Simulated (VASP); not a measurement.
Here is the system:

```
CELL_PARAMETERS angstrom
      3.87126     0.00000     0.00000
      0.00000     3.87126     0.00000
      0.00000     0.00000     3.87126
ATOMIC_POSITIONS crystal
  Sr 0.00000 0.00000 0.00000
  Ti 0.50000 0.50000 0.50000
  O  0.50000 0.00000 0.50000
  O  0.00000 0.50000 0.50000
  O  0.50000 0.50000 0.00000
```

Level of theory: PBE GGA, VASP's PBE PAW potentials (set 64) (plane waves; VASP). Run with 620 eV cut-off, 6×6×6 Γ-centred mesh, Gaussian smearing of 0.050 eV, potentials Sr_sv Ti_sv O.

Task: Predict the energy per atom (σ→0), pressure, band gap (on the k-mesh) with the smallest direct gap where there is one.

Result: 
```yaml
band gap (on the k-mesh): 1.90 eV
smallest direct gap (on the k-mesh): 2.24 eV
energy per atom (σ→0): -8.002 eV/atom
pressure: 99.5 kbar
```

Total energies compare only between runs with the same potentials, cut-off and functional.

The compound is SrTiO3 in the cubic perovskite structure, the ideal cubic form; the compound distorts at low or room temperature. It was relaxed first under an external pressure of 10 GPa.
